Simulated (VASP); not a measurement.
# GW-BSE spectrum of AlN, part 3 of 4

Aim: the optical spectrum of AlN with the electron-hole interaction. The cell is of the zinc-blende type, one of the forms listed for this formula. The start is a computed cell from the Materials Project.

VASP 6.6.1, plane waves and PAW; the level of theory is named at each step.

So far, quasiparticle gap on the mesh (eV): step 4 (G0W0) 4.45.

## 5. BSE, Tamm-Dancoff

This step: BSE on G0W0 on PBE; plane waves and PAW (Al_GW, N_GW) (VASP 6.6.1).

The Bethe-Salpeter equation adds the screened attraction of electron and hole to the quasiparticle pairs; ANTIRES = 0 leaves out the coupling to antiresonant pairs.

File INCAR:

```
SYSTEM = AlN
PREC = Accurate
ENCUT = 450
ISMEAR = 0
SIGMA = 0.01
LREAL = .FALSE.
GGA = PE
NBANDS = 48
ALGO = BSE
NBANDSO = 3
NBANDSV = 4
OMEGAMAX = 25
NEDOS = 1000
CSHIFT = 0.1
PRECFOCK = Fast
LWAVE = .FALSE.
LCHARG = .FALSE.
ENCUTGW = 100
ANTIRES = 0
```

File POSCAR:

```
AlN
1.0
    0.0000000000      2.1839935596      2.1839935596
    2.1839935596      0.0000000000      2.1839935596
    2.1839935596      2.1839935596      0.0000000000
Al N
1 1
Direct
    0.0000000000      0.0000000000      0.0000000000
    0.2500000000      0.2500000000      0.2500000000
```

File KPOINTS:

```
Automatic mesh
0
Gamma
10 10 10
0 0 0
```

The projector-augmented-wave data sets are Al_GW and N_GW (PBE family, release 64).

Command:

```sh
mpirun -np 8 vasp_std
```

What it wrote:

```text
[banner, memory and clock lines left out]
running    8 mpi-ranks, on    1 nodes
 distrk:  each k-point on    8 cores,    1 groups
 distr:  one band on    1 cores,    8 groups

 POSCAR found type information on POSCAR AlN
 POSCAR found :  2 types and       2 ions
|                                                                             |
|           W    W    AA    RRRRR   N    N  II  N    N   GGGG   !!!           |
|           W    W   A  A   R    R  NN   N  II  NN   N  G    G  !!!           |
|           W    W  A    A  R    R  N N  N  II  N N  N  G       !!!           |
|           W WW W  AAAAAA  RRRRR   N  N N  II  N  N N  G  GGG   !            |
|           WW  WW  A    A  R   R   N   NN  II  N   NN  G    G                |
|           W    W  A    A  R    R  N    N  II  N    N   GGGG   !!!           |
|                                                                             |
|     For optimal performance we recommend to set                             |
|       NCORE = 2 up to number-of-cores-per-socket                            |
|     NCORE specifies how many cores store one orbital (NPAR=cpu/NCORE).      |
|     This setting can greatly improve the performance of VASP for DFT.       |
|     The default, NCORE=1 might be grossly inefficient on modern             |
|     multi-core architectures or massively parallel machines. Do your        |
|     Unfortunately you need to use the default for GW and RPA                |
|     calculations (for HF NCORE is supported but not extensively tested      |
|     yet).                                                                   |
|                                                                             |

|                                                                             |
|           W    W    AA    RRRRR   N    N  II  N    N   GGGG   !!!           |
|           W    W   A  A   R    R  NN   N  II  NN   N  G    G  !!!           |
|           W    W  A    A  R    R  N N  N  II  N N  N  G       !!!           |
|           W WW W  AAAAAA  RRRRR   N  N N  II  N  N N  G  GGG   !            |
|           WW  WW  A    A  R   R   N   NN  II  N   NN  G    G                |
|           W    W  A    A  R    R  N    N  II  N    N   GGGG   !!!           |
|                                                                             |
|     The default for ENCUTGWSOFT is different in this version of VASP.       |
|     please manually set ENCUTGWSOFT =100 in the INCAR file.                 |
|                                                                             |

 LDA part: xc-table for (Slater+PW92), standard interpolation
 found WAVECAR, reading the header
 POSCAR, INCAR and KPOINTS ok, starting setup
 FFT: planning ... GRIDC
 FFT: planning ... GRID_SOFT
 FFT: planning ... GRID
 reading WAVECAR
 the WAVECAR file was read successfully
 initial charge from wavefunction
 available memory per node:     94.90 GB, setting MAXMEM to     97180

 The Fermi energy was updated, please check that it is located mid-gap
 values below the HOMO (VB) or above the LUMO (CB) will cause erroneous energies
 E-fermi :   6.5656

 the WAVEDER file was read successfully
 responsefunction array rank=      64

 min. memory requirement per mpi rank    209.6 MB, per node   1676.8 MB

 Doing            0  frequencies on each core in blocks of            0
 Found all WFULLXXXX.tmp files
 reading now WFULL0001.tmp
 reading now WFULL0002.tmp
 reading now WFULL0003.tmp
 reading now WFULL0004.tmp
 reading now WFULL0005.tmp
 reading now WFULL0006.tmp
 reading now WFULL0007.tmp
 reading now WFULL0008.tmp
 reading now WFULL0009.tmp
 reading now WFULL0010.tmp
 reading now WFULL0011.tmp
 reading now WFULL0012.tmp
 reading now WFULL0013.tmp
 reading now WFULL0014.tmp
 reading now WFULL0015.tmp
 reading now WFULL0016.tmp
 reading now WFULL0017.tmp
 reading now WFULL0018.tmp
 reading now WFULL0019.tmp
 reading now WFULL0020.tmp
 reading now WFULL0021.tmp
 reading now WFULL0022.tmp
 reading now WFULL0023.tmp
 reading now WFULL0024.tmp
 reading now WFULL0025.tmp
 reading now WFULL0026.tmp
 reading now WFULL0027.tmp
 reading now WFULL0028.tmp
 reading now WFULL0029.tmp
 reading now WFULL0030.tmp
 reading now WFULL0031.tmp
 reading now WFULL0032.tmp
 reading now WFULL0033.tmp
 reading now WFULL0034.tmp
 reading now WFULL0035.tmp
 reading now WFULL0036.tmp
 reading now WFULL0037.tmp
 reading now WFULL0038.tmp
 reading now WFULL0039.tmp
 reading now WFULL0040.tmp
 reading now WFULL0041.tmp
 reading now WFULL0042.tmp
 reading now WFULL0043.tmp
 reading now WFULL0044.tmp
 reading now WFULL0045.tmp
 reading now WFULL0046.tmp
 reading now WFULL0047.tmp
 parallelization over k-points
 Using distributed matrix
 Using distributed eigensolver
 allocating two-electron 4 orbital integral table    3    4    3    4
 BSE setting up matrix
 available memory per node:     94.62 GB, setting MAXMEM to     96888
 Calculate matrix elements of the BSE Hamiltonian:
 Workload is divided into blocks of two-electron 4 orbital integrals computed in
  parallel.
 Each block/integral has dimensions  of (   3,   4,   3,   4) orbitals
 Total number of blocks/integrals:               500500
 Number of spins:                                     1
 Number of kpoints:                                1000
 Spin channel:                                        1
  Number of blocks of unoccupied bands:               1
  Number of blocks of occupied bands:                 1
 Number of rows/columns of blocks:                 1000

                                                        Time (sec)
               Integrals                 Ranks       Real         CPU
  [         1 -       8000/    500500]     8         9.24        0.00
  [      8001 -      16000/    500500]     8        17.52        0.00
  [     16001 -      24000/    500500]     8        26.43        0.00
  [     24001 -      32000/    500500]     8        34.46        0.00
  [     32001 -      40000/    500500]     8        42.26        0.00
  [     40001 -      48000/    500500]     8        51.72        0.00
  [     48001 -      56000/    500500]     8        61.17        0.00
  [     56001 -      64000/    500500]     8        70.02        0.00
  [     64001 -      72000/    500500]     8        78.44        0.00
  [     72001 -      80000/    500500]     8        87.30        0.00
  [     80001 -      88000/    500500]     8        96.33        0.00
  [     88001 -      96000/    500500]     8       106.33        0.00
  [     96001 -     104000/    500500]     8       114.94        0.00
  [    104001 -     112000/    500500]     8       121.79        0.00
  [    112001 -     120000/    500500]     8       129.72        0.00
  [    120001 -     128000/    500500]     8       137.50        0.00
  [    128001 -     136000/    500500]     8       143.94        0.00
  [    136001 -     144000/    500500]     8       150.15        0.00
  [    144001 -     152000/    500500]     8       158.61        0.00
  [    152001 -     160000/    500500]     8       166.45        0.00
  [    160001 -     168000/    500500]     8       173.74        0.00
  [    168001 -     176000/    500500]     8       180.66        0.00
  [    176001 -     184000/    500500]     8       188.62        0.00
  [    184001 -     192000/    500500]     8       196.26        0.00
  [    192001 -     200000/    500500]     8       202.23        0.00
  [    200001 -     208000/    500500]     8       208.05        0.00
  [    208001 -     216000/    500500]     8       213.60        0.00
  [    216001 -     224000/    500500]     8       218.91        0.00
  [    224001 -     232000/    500500]     8       224.17        0.00
  [    232001 -     240000/    500500]     8       229.36        0.00
  [    240001 -     248000/    500500]     8       234.69        0.00
  [    248001 -     256000/    500500]     8       240.25        0.00
  [    256001 -     264000/    500500]     8       246.84        0.00
  [    264001 -     272000/    500500]     8       253.55        0.00
  [    272001 -     280000/    500500]     8       260.71        0.00
  [    280001 -     288000/    500500]     8       267.84        0.00
  [    288001 -     296000/    500500]     8       276.34        0.00
  [    296001 -     304000/    500500]     8       284.67        0.00
  [    304001 -     312000/    500500]     8       293.86        0.00
  [    312001 -     320000/    500500]     8       301.23        0.00
  [    320001 -     328000/    500500]     8       309.22        0.00
  [    328001 -     336000/    500500]     8       318.81        0.00
  [    336001 -     344000/    500500]     8       329.04        0.00
  [    344001 -     352000/    500500]     8       339.58        0.00
  [    352001 -     360000/    500500]     8       349.02        0.00
  [    360001 -     368000/    500500]     8       359.03        0.00
  [    368001 -     376000/    500500]     8       368.72        0.00
  [    376001 -     384000/    500500]     8       378.60        0.00
  [    384001 -     392000/    500500]     8       389.26        0.00
  [    392001 -     400000/    500500]     8       398.86        0.00
  [    400001 -     408000/    500500]     8       408.56        0.00
  [    408001 -     416000/    500500]     8       417.97        0.00
  [    416001 -     424000/    500500]     8       427.44        0.00
  [    424001 -     432000/    500500]     8       436.85        0.00
  [    432001 -     440000/    500500]     8       446.66        0.00
  [    440001 -     448000/    500500]     8       455.77        0.00
  [    448001 -     456000/    500500]     8       465.19        0.00
  [    456001 -     464000/    500500]     8       473.27        0.00
  [    464001 -     472000/    500500]     8       478.96        0.00
  [    472001 -     480000/    500500]     8       484.58        0.00
  [    480001 -     488000/    500500]     8       490.21        0.00
  [    488001 -     496000/    500500]     8       495.96        0.00
  [    496001 -     500000/    500500]     8       498.67        0.00
  [    500001 -     500500/    500500]     8       499.34        0.00

 BSE redistributing all elements
 BSE diagonalizing matrix PDSYEVX_ZHEEVX_DESC
 BSE calculating oscillator strength
```

Run time: 14 min. Hardware: 8 MPI ranks of AMD EPYC 7R43, shared host; peak memory 8.9 GiB; 1.7 h of CPU time.

OUTCAR, selected parts (step 5):

```text
   NELECT =       8.0000    total number of electrons

 E-fermi :   6.5656

[... 8 parts as in an earlier step ...]

[... 2 further parts left out ...]
```

This step gave:

```yaml
lowest_excitation: 5.275 eV
direct_gap_less_the_lowest_excitation: 0.3644 eV
```

The imaginary dielectric function, xx has structure finer than the step of the table below, so its rows give means over 1 eV, whole bins alone (the curve runs from 0 to 25 eV). Peaks (eV: height): 6.0: 9.02, 6.5: 11.8, 7.3: 13.6, 8.1: 9.07, 10.7: 6.27, 11.7: 7.33.

From 3 filled and 4 empty bands alone, without any pair above OMEGAMAX = 25 eV, so strength is missing wherever others contribute; lines are broadened by CSHIFT, which also makes the tail under the first line. Table of imaginary dielectric function, xx by photon energy; means over each step:

photon energy (eV), imaginary dielectric function, xx and a bar:
```
        1        0.0 
        2        0.0 
        3        0.1 
        4        0.1 
        5        0.7 ###
        6        5.1 ##################
        7        8.5 ##############################
        8        6.5 #######################
        9        5.4 ###################
       10        2.7 ##########
       11        4.7 #################
       12        5.1 ##################
       13        4.2 ###############
       14        2.8 ##########
       15        1.6 ######
       16        0.9 ###
       17        0.4 #
       18        0.3 #
       19        0.1 
       20        0.0 
       21        0.0 
       22        0.0 
       23        0.0 
       24        0.0
```

Some of the lowest 40 states alone, with states under 2.5 meV apart joined, scaled to the strongest line shown. Lines of the exciton spectrum (strongest = 100):

| position (eV) | lines merged | oscillator strength |
| --- | --- | --- |
| 5.275 | 3 | 22 |
| 5.971 | 3 | 100 |
| 6.064 | 3 | 0.0 |
| 6.069 | 2 | 0.0 |
| 6.104 | 3 | 0.0 |
| 6.109 | 8 | 0.0 |
| 6.119 | 3 | 38 |
| 6.450 | 3 | 66 |

The lowest excitation lies at 5.275 eV, -364 meV against the direct gap of these orbitals. No second mesh in this session tests these energies, peaks and heights.

(Continued in part 4 of 4.)

[Lines on the potential files, build, host, timing and source positions are cut from VASP's logs without a mark.]

[Logs are printed without paths, hosts, clocks, repeated set-up lines and the standing remarks that a program may print on its own settings, such as how far it seeks lower states.]

[Hosts, paths, dates, database ids (printed as entryN), source tags and the programs' standing remarks are cut or masked in the printed files.]

[Pressures printed for these runs are not shown converged in the cutoff: they can be off by several GPa and have the wrong sign.]
